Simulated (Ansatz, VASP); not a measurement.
**Ge (Germanium) in two plane-wave programs**

One calculation is typed for both programs; each brings its own data sets. How far apart do they land? The cell is taken from a series of runs on this material, whose earlier steps may have relaxed, scaled, displaced or heated it; both programs get it as it stands.

Program: Ansatz 0.2.0. Level of theory: plane waves, with VASP 6.6.1 beside it; zone-centre phonons at PBEsol. Results are calculated unless marked as measured.

### Step 1. Starting point

It takes space group Imma (No. 74, orthorhombic). Conventional cell: a = 4.012 Å, b = 4.134 Å, c = 5.610 Å, α = 90.00°, β = 90.00°, γ = 90.00°. Nearest to Ge lie 4 Ge at 2.46 to 2.49 Å.

### Step 2. Ansatz: zone-centre phonons, PBEsol

Ansatz runs on its PAW soft_1 files.

Second derivatives magnify differences that forces hide, and they need a tight electronic threshold.

Input file input.yaml:

```yaml
crystal:
  lattice:
    - [0.0429320852, 2.8799732789, 2.8051236568]
    - [2.8799732789, 0.0429320852, 2.8051236568]
    - [2.9229053641, 2.9229053641, 0.0]
  atoms:
    - { symbol: Ge, position: [0.5019114076, 0.5019114076, 0.4980133506] }
    - { symbol: Ge, position: [0.7480885924, 0.7480885924, 0.7519866494] }
kpoints:
  mp_grid: { grid: [12, 12, 12], shift: [0.5, 0.5, 0.5] }
hamiltonian:
  xc: pbesol
  pseudopotentials: { kind: paw, azcp: { folder: soft_1 }, xc_functional: pbe }
scf:
  occupations: { method: gaussian, width: 0.015 }
output:
  eigenvalues: true
phonons:
  method: dfpt
```

Run with:

```
ansatz run input.yaml --threads 4 --pin off --max-ram 10240MiB --backend cpu --events-out ev --progress --plain --runs-dir out
```

Numbers of over 12 decimals in the logs are rounded to 6 here.

Output:

```text
Engine: ansatz 0.2.0, aarch64-unknown-linux-gnu
Pseudopotentials: kind: paw
Pseudopotential: Ge, paw, valence charge 14, recommended cutoff 420 eV (normal), soft_1/Ge.paw.azcp
Functional definition: PBEsol
  exchange = pbesol_x
  correlation = pbesol_c
Crystal: 2 atoms, lattice volume = 46.522 Å³
Basis set: ecut = 420 eV, 917 PW (Γ), exchange–correlation on 64×64×64 points (8 copies of the dense FFT grid, shifted against one another)
Bands: 18, of which v1, the nominal top of the filled ones, is band 14 counted from 1 (13 counted from 0)
Symmetry: 4 space group operations
k-points: 864 of 1728 (irreducible under 1 space group operation, time reversal used)
Non-local potential: Ge, projectors of the file, l = 0: 2, l = 1: 2, l = 2: 3, l = 3: 1
PAW form: soft (Blöchl's): semilocal exchange-correlation on the pseudo side does not see the compensation charge
PAW frozen core: Ge, regenerated for the run's functional, and the local potential with it (the file was generated under x = pbe(κ = 0.804, μ = 0.219515), c = pbe(β = 0.066725))
PAW one-centre angular grid: Ge, 590 points (default); XC on 64 Gauss nodes
Initial density: superposition of atomic densities (chi_scale 0.1, normalization cell)
Initial wavefunctions: pseudopotential atomic-orbital guess
Functional: x = pbesol(κ = 0.804, μ = 0.123457), c = pbesol(β = 0.046)
SCF iter   1: F=—  HF=-8507.060359 eV  |F-HF|=—  |Δ(HF+E_count)|=         —  Δρ=3.40e-2  dr2=4.29e-1  ethr=3.10e-3  ⟨swp⟩=6.0  Hψ=71397  notcnv=0
preconditioner: auto → none  [insulator: Δε(μ)=0.234 eV  Ē_g=23.163 eV  σ=0.015 eV  W_gap=1.00  n_scr=14 (ndim 8)  ℏωp=28.8 eV  f_vac=0.000  D(μ)=0.00/eV (n_scr^D=0)  ε∞_Penn≈2.5]
SCF iter   2: F=—  HF=-8506.999253 eV  |F-HF|=—  |Δ(HF+E_count)|=   6.11e-2  Δρ=1.63e-2  dr2=8.20e-2  ethr=1.53e-3  ⟨swp⟩=2.0  Hψ=25577  notcnv=0
SCF iter   3: F=—  HF=-8506.992510 eV  |F-HF|=—  |Δ(HF+E_count)|=   6.74e-3  Δρ=1.45e-3  dr2=2.76e-4  ethr=2.93e-4  ⟨swp⟩=2.4  Hψ=20696  notcnv=0
SCF iter   4: F=—  HF=-8506.992732 eV  |F-HF|=—  |Δ(HF+E_count)|=   2.22e-4  Δρ=1.80e-4  dr2=1.41e-5  ethr=9.86e-7  ⟨swp⟩=2.0  Hψ=27982  notcnv=0
SCF iter   5: F=—  HF=-8506.992730 eV  |F-HF|=—  |Δ(HF+E_count)|=   2.85e-6  Δρ=1.05e-4  dr2=4.07e-6  ethr=5.05e-8  ⟨swp⟩=2.0  Hψ=27648  notcnv=0
SCF iter   6: F=—  HF=-8506.992724 eV  |F-HF|=—  |Δ(HF+E_count)|=   5.99e-6  Δρ=1.16e-5  dr2=4.87e-8  ethr=1.45e-8  ⟨swp⟩=2.0  Hψ=27648  notcnv=0
SCF iter   7: F=—  HF=-8506.992724 eV  |F-HF|=—  |Δ(HF+E_count)|=   5.24e-7  Δρ=3.30e-6  dr2=3.68e-9  ethr=1.74e-10  ⟨swp⟩=2.0  Hψ=27648  notcnv=0
SCF iter   8: F=—  HF=-8506.992724 eV  |F-HF|=—  |Δ(HF+E_count)|=   2.71e-9  Δρ=4.81e-7  dr2=6.64e-11  ethr=1.31e-11  ⟨swp⟩=2.0  Hψ=27648  notcnv=0
SCF iter   9: F=-8506.992724 eV  HF=-8506.992724 eV  |F-HF|=1.82e-12  |Δ(HF+E_count)|=  1.09e-11  Δρ=3.57e-8  dr2=4.06e-13  ethr=1.00e-12  ⟨swp⟩=5.3  Hψ=61889  notcnv=0
SCF 1 converged in 9 iterations: F = -8506.992724 eV  dr2 = 4.06e-13
  greatest PAW one-centre occupation: 0.998 electrons in one spin orbital (limit 2), on the Ge atom at site 1 (counted from 0), in its partial waves of l = 2
DFPT response loops at Γ: preconditioner auto → none (the input reference at scf.mixing.eps_inf says where Resta's filter doesn't serve); β = 0.50; Broyden in place of MSR1
SCF converged after 9 iterations
Free energy (F): -8506.992724 eV
Harris-Foulkes:  -8506.992724 eV  (|F-HF|=1.82e-12)
Internal energy: -8506.992724 eV  (E = F + TS)
E sigma→0 (E₀):  -8506.992724 eV
Fermi energy:    8.123861 eV
--- Per-component energies (eV) ---
  E_band       = -312.297354
  E_kinetic    = 185.105191
  E_local      = -4542.280232  (includes V_loc(G=0)·N_el)
  E_nonlocal   = 438.457317
  E_hartree    = 2159.600220
  E_xc         = -141.902857
  E_vxc        = -129.939695  (∫ρ·V_xc dr)
  E_paw        = -3944.509800  (= ΣΔE_a)
  E_vpaw       = -582.840441  (= ΣTr[D̂ρ^β])
  E_aug_tail   = 0.000036  (compensation charges beyond the density's cutoff)
  E_ewald      = -2663.298475
  E_core_change = 1.835876  (= ΣΔE_core)
  E_smearing   = -0.000000  (= −TS)
  E_closure    = 0.000000  (closes the sum)
  Σ components = -8506.992724   (vs F -8506.992724, Δ=0.00e0)
--- Band table (eV; the first three rows and the last of 864) ---
  k-point 0: bands = [... 10 lower, -4.5107, 7.1190, 8.0374, 8.0602, 8.5087, 10.5527, 10.5763, 10.8176]
  k-point 1: bands = [... 10 lower, -4.4059, 5.9593, 7.6035, 7.9750, 9.1919, 10.8809, 10.9294, 11.0821]
  k-point 2: bands = [... 10 lower, -4.1437, 4.4838, 7.1609, 7.6543, 9.2031, 11.3066, 11.4494, 12.2189]
  k-point 863: bands = [... 10 lower, -2.4186, 0.5777, 6.2607, 6.6794, 8.1887, 11.5434, 11.8873, 15.0277]
--- Phonons (Γ-DFPT): 2 representative perturbations + reference, on 864 of 1728 k-points (Σ response iterations 6) ---
  k mesh reduced under 1 symmetry operation, with k and −k counted as one. Each operation leaves every solved perturbation unchanged. A smaller set is not used because it would not reduce the number of displacements times k-points to solve
  ASR residual: 3.813e-5 → 0.000e0 eV/Å²; symmetrization residual: 1.723e-6 eV/Å²
  ASR residual per site (eV/Å²): 3.81e-5 3.81e-5
  Γ frequencies (cm⁻¹): 0.00 0.00 0.00 278.03 281.94 287.32
  non-analytic LO–TO correction: not included (Born effective charges unavailable; polar crystals: no LO–TO splitting at Γ)
```

In the SCF lines HF is the Harris–Foulkes energy and dr2 the Hartree energy of the density residual, in eV; the loop may stop once dr2 is under the threshold and the program's other checks hold. Hψ counts applications of the Hamiltonian.

(Part 1 of 3 ends here.)

[Lines on the potential files, build, host, timing and source positions are cut from VASP's logs without a mark.]

[Logs are printed without paths, hosts, clocks, repeated set-up lines and the standing remarks that a program may print on its own settings, such as how far it seeks lower states.]

[Hosts, paths, dates, database ids (printed as entryN), source tags and the programs' standing remarks are cut or masked in the printed files.]
